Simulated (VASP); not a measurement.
Given:

```
WSe2
1.0
    3.32177     0.00000     0.00000
   -1.66088     2.87674     0.00000
    0.00000     0.00000    14.44247
W Se
2 4
Direct
  0.66667   0.33333   0.75000
  0.33333   0.66667   0.25000
  0.66667   0.33333   0.37900
  0.33333   0.66667   0.87900
  0.33333   0.66667   0.62100
  0.66667   0.33333   0.12100
```

Level of theory: PBE GGA, VASP's PBE PAW potentials (set 64) (plane waves; VASP 6.6.1). Settings: PREC = Normal, EDIFF = 1E-5, 400 eV cut-off, 10×10×2 Γ-centred mesh, Gaussian smearing of 0.050 eV, potentials W_sv Se.

Without a dispersion term in the relaxation, distances and binding between the weakly bound layers, chains or molecules are unreliable, and so is what depends on them.

**Question.** The ions are relaxed. What does this cell relax into?

**Answer.** 
```
WSe2
1.0
    3.32177     0.00000     0.00000
   -1.66088     2.87674     0.00000
    0.00000     0.00000    14.44247
W Se
2 4
Direct
  0.66667   0.33333   0.75000
  0.33333   0.66667   0.25000
  0.66667   0.33333   0.36631
  0.33333   0.66667   0.86631
  0.33333   0.66667   0.63369
  0.66667   0.33333   0.13369
```
Space group P6_3/mmc (194), at a tolerance of 0.03 Å.

**Question.** How much energy does the relaxation gain?

**Answer.** The energy (σ→0) changes by -161.2 meV/atom, in 3 ionic steps.

```json
[
 {"step": "1", "E(σ→0) (eV)": "-42.2843", "max force (eV/Å)": "2.428", "pressure (GPa)": "-11.18", "volume (Å³)": "138.01"},
 {"step": "2", "E(σ→0) (eV)": "-43.1125", "max force (eV/Å)": "1.022", "pressure (GPa)": "-4.56", "volume (Å³)": "138.01"},
 {"step": "3", "E(σ→0) (eV)": "-43.2518", "max force (eV/Å)": "0.005", "pressure (GPa)": "0.12", "volume (Å³)": "138.01"}
]
```

The compound is WSe2 in the 2H layered structure. This run relaxes the ions in a fixed cell. Symmetry was kept, so distortions that lower it aren't found.
